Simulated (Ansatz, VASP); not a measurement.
**In2Se: VASP beside Ansatz**

One calculation is typed for both programs; each brings its own data sets. How far apart do they land? The cell is generated by rule, not measured, and may not be a known phase. The cell is taken from a series of runs on this material, whose earlier steps may have relaxed, scaled, displaced or heated it; both programs get it as it stands.

Calculated with Ansatz 0.2.0; plane waves, with VASP 6.6.1 beside it; single point at PBEsol.

The structure was built from a prototype and need not be the compound's stable phase.

### 1. Starting point

The structure is tetragonal, space group P4_222 (No. 93). The conventional cell has a = 9.374 Å, b = 9.374 Å, c = 6.628 Å, α = 90.00°, β = 90.00°, γ = 90.00°. Se has 4 In at 2.64 to 3.31 Å nearest. In has 2 Se at 2.64 Å nearest. Nearest to In lie 2 Se at 3.31 Å. Farther neighbours and most contacts between anions are not listed.

### 2. VASP: single point, PBEsol, pair 1

A single point gives forces, pressure and levels at one fixed geometry, so differences don't come from the geometry; what else differs is listed under the comparison.

Lines of VASP's logs that name or quote its potential files are left out, and so is its time.

Input file INCAR:

```
SYSTEM = In2Se
PREC = Accurate
ENCUT = 500
EDIFF = 1E-06
NELM = 120
ISMEAR = 1
SIGMA = 0.2
LREAL = .FALSE.
ALGO = Normal
GGA = PS
NBANDS = 79
LORBIT = 11
LWAVE = .FALSE.
LCHARG = .FALSE.
ISIF = 2
LASPH = .TRUE.
GGA_COMPAT = .FALSE.
KPAR = 2
```

Input file POSCAR:

```
In2Se
1.0
   -6.6284302234      0.0000000000      0.0000000000
    0.0000000000     -6.6284302234     -6.6284302234
    0.0000000000     -6.6284302234      6.6284302234
Se In
4 8
Direct
    0.0000000000      0.4547404152      0.4547404152
    0.0000000000      0.0452595848      0.0452595848
    0.5000000000      0.0452595848      0.4547404152
    0.5000000000      0.4547404152      0.0452595848
    0.7500000000      0.2500000000      0.5329889486
    0.7500000000      0.7500000000      0.9670110514
    0.2500000000      0.9670110514      0.2500000000
    0.2500000000      0.5329889486      0.7500000000
    0.2500000000      0.9670110514      0.7500000000
    0.2500000000      0.5329889486      0.2500000000
    0.7500000000      0.7500000000      0.5329889486
    0.7500000000      0.2500000000      0.9670110514
```

Input file KPOINTS:

```
Automatic mesh
0
Gamma
6 4 4
0 0 0
```

PAW data sets: Se and In_d (PBE family, release 64).

On the command line:

```bash
$ mpirun -np 2 vasp_std
```

Numbers of over 12 decimals in the logs are rounded to 6 here.

What it wrote:

```text
[banner, memory and clock lines left out]
running    2 mpi-ranks, on    1 nodes
 distrk:  each k-point on    1 cores,    2 groups
 distr:  one band on    1 cores,    1 groups

 POSCAR found type information on POSCAR SeIn
 POSCAR found :  2 types and      12 ions
|                                                                             |
|               ----> ADVICE to this user running VASP <----                  |
|                                                                             |
|     You enforced a specific xc type in the INCAR file but a different       |
|     [... a line on the potential file left out ...]
|     I HOPE YOU KNOW WHAT YOU ARE DOING!                                     |
|                                                                             |

 LDA part: xc-table for (Slater+PW92), standard interpolation
 POSCAR, INCAR and KPOINTS ok, starting setup
 FFT: planning ... GRIDC
 FFT: planning ... GRID_SOFT
 FFT: planning ... GRID
 WAVECAR not read
 entering main loop
       N       E                     dE             d eps       ncg     rms          rms(c)
DAV:   1     0.120983005482E+04    0.12098E+04   -0.53864E+04  3792   0.158E+03
DAV:   2     0.140097691731E+03   -0.10697E+04   -0.10401E+04  3816   0.415E+02
DAV:   3    -0.226618319314E+02   -0.16276E+03   -0.15565E+03  4498   0.183E+02
DAV:   4    -0.369071908025E+02   -0.14245E+02   -0.13857E+02  4425   0.525E+01
DAV:   5    -0.376619476177E+02   -0.75476E+00   -0.75243E+00  4619   0.111E+01    0.980E+00
DAV:   6    -0.349576773114E+02    0.27043E+01   -0.44723E+00  5076   0.122E+01    0.481E+00
DAV:   7    -0.350248163281E+02   -0.67139E-01   -0.27300E+00  4931   0.511E+00    0.232E+00
DAV:   8    -0.350020990490E+02    0.22717E-01   -0.19494E-01  4916   0.210E+00    0.174E+00
DAV:   9    -0.349945518119E+02    0.75472E-02   -0.70118E-02  5075   0.106E+00    0.427E-01
DAV:  10    -0.349954625778E+02   -0.91077E-03   -0.70603E-03  5403   0.461E-01    0.340E-01
DAV:  11    -0.349961512089E+02   -0.68863E-03   -0.58910E-04  5161   0.960E-02    0.208E-01
DAV:  12    -0.349966559875E+02   -0.50478E-03   -0.57350E-04  4168   0.115E-01    0.639E-02
DAV:  13    -0.349966716879E+02   -0.15700E-04   -0.10984E-04  4945   0.595E-02    0.376E-02
DAV:  14    -0.349966908226E+02   -0.19135E-04   -0.43249E-05  4314   0.295E-02    0.992E-03
DAV:  15    -0.349966945288E+02   -0.37062E-05   -0.49386E-06  3188   0.102E-02    0.548E-03
DAV:  16    -0.349966954117E+02   -0.88298E-06   -0.13788E-06  3202   0.511E-03
   1 F= -.34996695E+02 E0= -.34994396E+02  d E =-.689915E-02
```

OUTCAR, selected parts (step 2):

```text
ion  position               nearest neighbor table
   1  0.000  0.455  0.455-   5 2.64  10 2.64   8 3.31  11 3.31
   2  0.000  0.045  0.045-   7 2.64  12 2.64   9 3.31   6 3.31
   3  0.500  0.045  0.455-   5 2.64   7 2.64   9 3.31  11 3.31
   4  0.500  0.455  0.045-  10 2.64  12 2.64   6 3.31   8 3.31
   5  0.750  0.250  0.533-   1 2.64   3 2.64
   6  0.750  0.750  0.967-   2 3.31   4 3.31
   7  0.250  0.967  0.250-   2 2.64   3 2.64
   8  0.250  0.533  0.750-   1 3.31   4 3.31
   9  0.250  0.967  0.750-   2 3.31   3 3.31
  10  0.250  0.533  0.250-   1 2.64   4 2.64
  11  0.750  0.750  0.533-   1 3.31   3 3.31
  12  0.750  0.250  0.967-   2 2.64   4 2.64

  LATTYP: Found a simple tetragonal cell.
 ALAT       =     9.3740159192
 C/A-ratio  =     0.7071067812

 Subroutine GETGRP returns: Found  8 space group operations
 (whereof  2 operations were pure point group operations)

The static configuration has the point symmetry C_2 .
 The point group associated with its full space group is D_4 .

 Found     24 irreducible k-points:

   k-points           NKPTS =     24   k-points in BZ     NKDIM =     24   number of bands    NBANDS=     79

   dimension x,y,z NGX =    48 NGY =   70 NGZ =   70
   dimension x,y,z NGXF=    96 NGYF=  140 NGZF=  140

   ENCUT  =  500.0 eV  36.75 Ry    6.06 a.u.  12.09 17.09 17.09*2*pi/ulx,y,z

   NELECT =     128.0000    total number of electrons

 k-points in reciprocal lattice and weights: Automatic mesh
   0.00000000  0.00000000  0.00000000       0.010
   0.16666667  0.00000000  0.00000000       0.021
   0.33333333  0.00000000  0.00000000       0.021
   0.50000000  0.00000000  0.00000000       0.010
   0.00000000  0.25000000  0.00000000       0.042
   0.16666667  0.25000000  0.00000000       0.083
   0.33333333  0.25000000  0.00000000       0.083
   0.50000000  0.25000000  0.00000000       0.042
   0.00000000  0.50000000  0.00000000       0.021
[...]
0.33333333  0.50000000  0.50000000       0.021
   0.50000000  0.50000000  0.50000000       0.010

 average (electrostatic) potential at core
       1 -56.4791       2 -56.4791       3 -56.4791       4 -56.4791       5 -99.6761
       6 -99.8115       7 -99.6761       8 -99.8115       9 -99.8115      10 -99.6761
      11 -99.8115      12 -99.6761

 E-fermi :   1.6453

 k-point     1 :       0.0000    0.0000    0.0000
  band No.  band energies     occupation
    ...
     61      -0.1277      2.00000
     62       1.0708      2.00037
     63       1.1053      2.00091
     64       1.1053      2.00091
     65       1.6715      0.78009
     66       1.7415      0.28059
     67       2.7519     -0.00000
     68       2.8876     -0.00000
     69       2.8876     -0.00000
     70       3.3399     -0.00000
    ...

 k-point     2 :       0.1667    0.0000    0.0000
  band No.  band energies     occupation
    ...
     61       0.1083      2.00000
     62       0.7813      2.00000
     63       1.1834      2.00520
     64       1.6475      0.98088
     65       1.6830      0.68695
     66       1.7123      0.46660
     67       2.3402     -0.00001
     68       2.4598     -0.00000
     69       3.2832     -0.00000
     70       3.3102     -0.00000
    ...

 k-point     3 :       0.3333    0.0000    0.0000
  band No.  band energies     occupation
    ...
     60       0.0742      2.00000
     61       0.2554      2.00000
     62       0.6274      2.00000
     63       1.0283      2.00012
     64       1.7070      0.50391
     65       1.7230      0.39378
     66       1.9105     -0.06817
     67       2.3472     -0.00001
     68       2.3649     -0.00000
     69       3.0334     -0.00000
    ...

  Total       -5.9835031     -6.1508728     -6.1508728      0.0000000      0.0000000      0.0000000
  in kB      -16.4590225    -16.9194120    -16.9194120      0.0000000      0.0000000      0.0000000
  external PRESSURE =     -16.7659488 kB  Pullay stress =       0.0000000 kB

  energy-cutoff  :      500.00
  volume of cell :      582.45
      direct lattice vectors                 reciprocal lattice vectors
    -6.628430223  0.000000000  0.000000000    -0.150865283  0.000000000  0.000000000
     0.000000000 -6.628430223 -6.628430223     0.000000000 -0.075432641 -0.075432641
     0.000000000 -6.628430223  6.628430223     0.000000000 -0.075432641  0.075432641

 POSITION                                       TOTAL-FORCE (eV/Angst)
 -----------------------------------------------------------------------------------
      0.00000     -6.02843      0.00000        -0.000000     -0.053413     -0.000000
      0.00000     -0.60000      0.00000        -0.000000      0.053413     -0.000000
     -3.31422     -3.31422      2.71422        -0.000000      0.000000      0.053413
     -3.31422     -3.31422     -2.71422        -0.000000      0.000000     -0.053413
     -4.97132     -5.18999      1.87577         0.000000     -0.505125      0.505125
     -4.97132    -11.38109      1.43844         0.000000      0.155430     -0.155430
     -1.65711     -8.06687     -4.75266         0.000000      0.505125      0.505125
     -1.65711     -8.50420      1.43844         0.000000     -0.155430     -0.155430
     -1.65711    -11.38109     -1.43844         0.000000      0.155430      0.155430
     -1.65711     -5.18999     -1.87577         0.000000     -0.505125     -0.505125
     -4.97132     -8.50420     -1.43844         0.000000     -0.155430      0.155430
     -4.97132     -8.06687      4.75266         0.000000      0.505125     -0.505125
 -----------------------------------------------------------------------------------
    total drift:                                0.000000      0.000000     -0.000000

  FREE ENERGIE OF THE ION-ELECTRON SYSTEM (eV)
  ---------------------------------------------------
  free  energy   TOTEN  =       -34.9966954117 eV

  energy  without entropy=      -34.9897962636  energy(sigma->0) =      -34.99439570

 total charge
# of ion       s       p       d       tot
------------------------------------------
    1        1.487   2.282   0.018   3.787
    2        1.487   2.282   0.018   3.787
    3        1.487   2.282   0.018   3.787
    4        1.487   2.282   0.018   3.787
    5        1.032   0.400   9.861  11.293
    6        1.134   0.208   9.839  11.181
    7        1.032   0.400   9.861  11.293
    8        1.134   0.208   9.839  11.181
    9        1.134   0.208   9.839  11.181
   10        1.032   0.400   9.861  11.293
   11        1.134   0.208   9.839  11.181
   12        1.032   0.400   9.861  11.293
--------------------------------------------------
tot         14.609  11.563  78.873 105.045

[... 3 further parts left out ...]
```

The run ends at a pressure of -1.68 GPa, with forces up to 0.71 eV/Å.

### 3. Ansatz: single point, PBEsol, pair 1

Ansatz runs on its default PAW (the set named soft_2) files.

The same cell, functional, mesh and smearing now go to Ansatz, which takes its cutoff from its data sets.

Input file input.yaml:

```yaml
crystal:
  lattice:
    - [-6.6284302234, 0.0, 0.0]
    - [0.0, -6.6284302234, -6.6284302234]
    - [0.0, -6.6284302234, 6.6284302234]
  atoms:
    - { symbol: Se, position: [0.0, 0.4547404152, 0.4547404152] }
    - { symbol: Se, position: [0.0, 0.0452595848, 0.0452595848] }
    - { symbol: Se, position: [0.5, 0.0452595848, 0.4547404152] }
    - { symbol: Se, position: [0.5, 0.4547404152, 0.0452595848] }
    - { symbol: In, position: [0.75, 0.25, 0.5329889486] }
    - { symbol: In, position: [0.75, 0.75, -0.0329889486] }
    - { symbol: In, position: [0.25, -0.0329889486, 0.25] }
    - { symbol: In, position: [0.25, 0.5329889486, 0.75] }
    - { symbol: In, position: [0.25, -0.0329889486, 0.75] }
    - { symbol: In, position: [0.25, 0.5329889486, 0.25] }
    - { symbol: In, position: [0.75, 0.75, 0.5329889486] }
    - { symbol: In, position: [0.75, 0.25, -0.0329889486] }
kpoints:
  mp_grid: { grid: [6, 4, 4] }
hamiltonian:
  xc: pbesol
scf:
  occupations: { method: methfessel_paxton, width: 0.2 }
output:
  forces: true
  stress: true
  eigenvalues: true
```

On the command line:

```bash
$ ansatz run input.yaml --threads 8 --pin off --max-ram 14336MiB --backend cpu --events-out ev --progress --plain --runs-dir out
```

What it wrote:

```text
Engine: ansatz 0.2.0, aarch64-unknown-linux-gnu
Pseudopotentials: kind: paw
Pseudopotential: Se, paw, valence charge 16, recommended cutoff 420 eV (normal), Se.paw.azcp
Pseudopotential: In, paw, valence charge 13, recommended cutoff 420 eV (normal), In.paw.azcp
Functional definition: PBEsol
  exchange = pbesol_x
  correlation = pbesol_c
Crystal: 12 atoms, lattice volume = 582.455 Å³
Basis set: ecut = 420 eV, 11407 PW (Γ), exchange–correlation on 90×128×128 points (8 copies of the dense FFT grid, shifted against one another)
Bands: 101, of which v1, the nominal top of the filled ones, is band 84 counted from 1 (83 counted from 0)
Symmetry: 8 space group operations
Space group: P4222 (ITA 93), of the structure as read, at distance tolerance 8.4e-5 Å
k-points: 24 of 96
Non-local potential: Se, projectors of the file, l = 0: 2, l = 1: 2, l = 2: 3, l = 3: 1
Non-local potential: In, projectors of the file, l = 0: 2, l = 1: 2, l = 2: 2, l = 3: 2
PAW form: soft (Blöchl's): semilocal exchange-correlation on the pseudo side does not see the compensation charge
PAW frozen core: Se, regenerated for the run's functional, and the local potential with it (the file was generated under x = pbe(κ = 0.804, μ = 0.219515), c = pbe(β = 0.066725))
PAW frozen core: In, regenerated for the run's functional, and the local potential with it (the file was generated under x = pbe(κ = 0.804, μ = 0.219515), c = pbe(β = 0.066725))
PAW one-centre angular grid: Se, 590 points (default); XC on 64 Gauss nodes
PAW one-centre angular grid: In, 590 points (default); XC on 64 Gauss nodes
Initial density: superposition of atomic densities (neutral atoms: chi_scale 0, normalization atom), corrected by the library's trained network
Initial wavefunctions: pseudopotential atomic-orbital guess
Functional: x = pbesol(κ = 0.804, μ = 0.123457), c = pbesol(β = 0.046)
SCF iter   1: F=—  HF=-65895.801954 eV  |F-HF|=—  |Δ(HF+E_count)|=         —  Δρ=3.01e-3  dr2=8.52e-2  ethr=1.77e-3  ⟨swp⟩=6.0  Hψ=9370  notcnv=0
preconditioner: auto → LDOS  [metal: Δε(μ)=0.021 eV  Ē_g=12.837 eV  σ=0.200 eV  W_gap=0.09  n_scr=104 (ndim 8)  ℏωp=17.4 eV  f_vac=0.185  D(μ)=9.32/eV (n_scr^D=46)  β→1.0]
SCF iter   2: F=—  HF=-65895.792066 eV  |F-HF|=—  |Δ(HF+E_count)|=   9.89e-3  S|Δr|=    0.00e0  Δρ=2.31e-3  dr2=2.68e-2  ethr=5.07e-5  ⟨swp⟩=2.0  Hψ=4354  notcnv=0
SCF iter   3: F=—  HF=-65895.781770 eV  |F-HF|=—  |Δ(HF+E_count)|=   1.03e-2  S|Δr|=    0.00e0  Δρ=4.99e-4  dr2=1.93e-3  ethr=1.60e-5  ⟨swp⟩=2.0  Hψ=3812  notcnv=0
SCF iter   4: F=—  HF=-65895.781863 eV  |F-HF|=—  |Δ(HF+E_count)|=   9.30e-5  S|Δr|=    0.00e0  Δρ=1.35e-4  dr2=2.14e-4  ethr=1.15e-6  ⟨swp⟩=2.0  Hψ=3825  notcnv=0
SCF iter   5: F=—  HF=-65895.781945 eV  |F-HF|=—  |Δ(HF+E_count)|=   8.21e-5  S|Δr|=    0.00e0  Δρ=6.46e-5  dr2=5.20e-5  ethr=1.28e-7  ⟨swp⟩=2.0  Hψ=3836  notcnv=0
SCF iter   6: F=—  HF=-65895.782039 eV  |F-HF|=—  |Δ(HF+E_count)|=   9.39e-5  S|Δr|=    0.00e0  Δρ=2.06e-5  dr2=4.42e-6  ethr=3.10e-8  ⟨swp⟩=2.0  Hψ=3815  notcnv=0
SCF iter   7: F=—  HF=-65895.782041 eV  |F-HF|=—  |Δ(HF+E_count)|=   1.48e-6  S|Δr|=    0.00e0  Δρ=6.23e-6  dr2=3.86e-7  ethr=2.63e-9  ⟨swp⟩=2.0  Hψ=3834  notcnv=0
SCF iter   8: F=-65895.782041 eV  HF=-65895.782041 eV  |F-HF|=3.51e-9  |Δ(HF+E_count)|=   2.04e-7  S|Δr|=    0.00e0  Δρ=2.55e-6  dr2=6.69e-8  ethr=5.95e-11  ⟨swp⟩=10.0  Hψ=10630  notcnv=0
SCF 1 converged in 8 iterations: F = -65895.782041 eV  dr2 = 6.69e-8
  greatest PAW one-centre occupation: 1.000 electrons in one spin orbital (limit 2), on the Se atom at site 0 (counted from 0), in its partial waves of l = 2
SCF converged after 8 iterations
Stability not checked: this state was not tested for a lower state beside it, because cold or Methfessel-Paxton smearing, or corrected tetrahedra, fill the levels in a way that the test cannot read (fill_not_monotonic; see scf.lower_state_search)
Free energy (F): -65895.782041 eV
Harris-Foulkes:  -65895.782041 eV  (|F-HF|=3.51e-9)
Internal energy: -65895.775216 eV  (E = F + TS)
E sigma→0 (E₀):  -65895.780335 eV
Entropy (-TS):   -0.006825 eV (-0.569 meV/atom)
Fermi energy:    3.419721 eV
--- Per-component energies (eV) ---
  E_band       = -2741.328512
  E_kinetic    = 2379.817738
  E_local      = -25741.657183  (includes V_loc(G=0)·N_el)
  E_nonlocal   = 568.437854
  E_hartree    = 11362.216133
  E_xc         = -2111.769853
  E_vxc        = -1175.138132  (∫ρ·V_xc dr)
  E_paw        = -40110.131441  (= ΣΔE_a)
  E_vpaw       = -1497.224171  (= ΣTr[D̂ρ^β])
  E_aug_tail   = -0.002211  (compensation charges beyond the density's cutoff)
  E_ewald      = -12248.607274
  E_core_change = 5.921022  (= ΣΔE_core)
  E_smearing   = -0.006825  (= −TS)
  E_closure    = -0.000000  (closes the sum)
  Σ components = -65895.782041   (vs F -65895.782041, Δ=0.00e0)
--- Forces (eV/Å), atoms counted from 1 ---
  atom   1  Se     0.00000000    -0.05389216     0.00000000
  atom   2  Se     0.00000000     0.05389216     0.00000000
  atom   3  Se    -0.00000000    -0.00000000     0.05389216
  atom   4  Se    -0.00000000    -0.00000000    -0.05389216
  atom   5  In    -0.00000000    -0.50132355     0.50132355
  atom   6  In     0.00000000     0.15496762    -0.15496762
  atom   7  In    -0.00000000     0.50132355     0.50132355
  atom   8  In     0.00000000    -0.15496762    -0.15496762
  atom   9  In     0.00000000     0.15496762     0.15496762
  atom  10  In    -0.00000000    -0.50132355    -0.50132355
  atom  11  In    -0.00000000    -0.15496762     0.15496762
  atom  12  In    -0.00000000     0.50132355    -0.50132355
  max |Σ_I F_I| component: 1.11e-16 eV/Å
--- Stress (GPa, compression-positive) ---
       -1.643549       0.000000      -0.000000
        0.000000      -1.685660       0.000000
       -0.000000       0.000000      -1.685660
  P = ⅓ Tr σ = -1.6716 GPa (-16.716 kbar)
--- Band table (eV; the first three rows and the last of 24) ---
  k-point 0: bands = [... 80 lower, 1.6466, 2.8458, 2.8776, 2.8776, 3.4474, 3.5117, 4.5251, 4.6618, ... 13 higher]
  k-point 1: bands = [... 80 lower, 1.7095, 2.5481, 2.7789, 2.9856, 3.5823, 3.6678, 4.1441, 4.3387, ... 13 higher]
  k-point 2: bands = [... 80 lower, 1.9171, 2.2216, 2.6312, 3.2782, 3.6310, 3.7389, 3.7984, 4.0971, ... 13 higher]
  k-point 23: bands = [... 80 lower, 1.8509, 2.6888, 2.6888, 3.0810, 3.7566, 3.7566, 4.1072, 4.5044, ... 13 higher]
```

The column dr2 measures how far the density is from self-consistency, as an energy; F and HF (Harris–Foulkes) agree once it is small.

The run ends at a pressure of -1.67 GPa, with forces up to 0.71 eV/Å.

### 4. Side by side

Known differences besides the potentials themselves: the data sets hold 168 valence electrons in Ansatz (on its default PAW (the set named soft_2) files) and 128 in VASP; the cutoff is 420 eV in Ansatz and 500 eV in VASP; Ansatz makes its cores anew for this functional, VASP keeps those of its PBE data sets. Total energies have different zeros and are not compared.

Compared:

| quantity | Ansatz | VASP | difference |
| --- | --- | --- | --- |
| pressure (GPa) | -1.67 | -1.68 | 0.00 |

Forces on 7 of the 12 atoms, those with the largest forces and the largest differences (eV/Å; atoms numbered as in POSCAR):

| atom | Ansatz x, y, z | VASP x, y, z |
| --- | --- | --- |
| In5 | 0.000, -0.501, 0.501 | 0.000, -0.505, 0.505 |
| In7 | 0.000, 0.501, 0.501 | 0.000, 0.505, 0.505 |
| In8 | 0.000, -0.155, -0.155 | 0.000, -0.155, -0.155 |
| In9 | 0.000, 0.155, 0.155 | 0.000, 0.155, 0.155 |
| In10 | 0.000, -0.501, -0.501 | 0.000, -0.505, -0.505 |
| In11 | 0.000, -0.155, 0.155 | 0.000, -0.155, 0.155 |
| In12 | 0.000, 0.501, -0.501 | 0.000, 0.505, -0.505 |

The forces differ by 1.8 meV/Å r.m.s., which is 0.7 % of the r.m.s. force of 0.250 eV/Å (both taken over all components).

[end of part 1 of 2]

[Lines on the potential files, build, host, timing and source positions are cut from VASP's logs without a mark.]

[Logs are printed without paths, hosts, clocks, repeated set-up lines and the standing remarks that a program may print on its own settings, such as how far it seeks lower states.]

[Hosts, paths, dates, database ids (printed as entryN), source tags and the programs' standing remarks are cut or masked in the printed files.]
